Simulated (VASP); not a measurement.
OSZICAR of a VASP run on Pt (fcc):

OSZICAR:
```
       N       E                     dE             d eps       ncg     rms          rms(c)
DAV:   1     0.254653086378E+02    0.25465E+02   -0.46803E+03  2160   0.805E+02
DAV:   2    -0.622656026006E+01   -0.31692E+02   -0.30427E+02  1952   0.159E+02
DAV:   3    -0.648398160265E+01   -0.25742E+00   -0.25658E+00  2193   0.142E+01
DAV:   4    -0.648491296281E+01   -0.93136E-03   -0.93133E-03  2162   0.897E-01
DAV:   5    -0.648491898884E+01   -0.60260E-05   -0.60258E-05  2128   0.657E-02    0.117E+01
DAV:   6    -0.614414510406E+01    0.34077E+00   -0.93412E-01  1908   0.870E+00    0.617E+00
DAV:   7    -0.610815419477E+01    0.35991E-01   -0.14486E-01  2019   0.334E+00    0.247E+00
DAV:   8    -0.610492334042E+01    0.32309E-02   -0.41008E-03  2016   0.614E-01    0.459E-01
DAV:   9    -0.610480201620E+01    0.12132E-03   -0.46631E-05  1972   0.716E-02    0.189E-02
DAV:  10    -0.610480675383E+01   -0.47376E-05   -0.20082E-06  2139   0.139E-02    0.295E-03
DAV:  11    -0.610480680033E+01   -0.46505E-07   -0.44732E-08  1009   0.206E-03
   1 F= -.61048068E+01 E0= -.61049285E+01  d E =-.610481E+01
```

### Question
Which electronic solver shows in the log?

### Answer
It is blocked Davidson (ALGO = Normal, or the opening steps of other solvers). The INCAR had ALGO = Normal.

### Question
Can the final energy be trusted as converged?

### Answer
The run converged. It stopped with EDIFF = 1E-6, NELM = 100, NSW = 60 and EDIFFG = -0.01 after 1 ionic step (PBE GGA, plane waves, VASP's PBE PAW potentials (set 64)).

The compound is Pt in the fcc structure. It was relaxed first. The start is the result of an earlier pass.
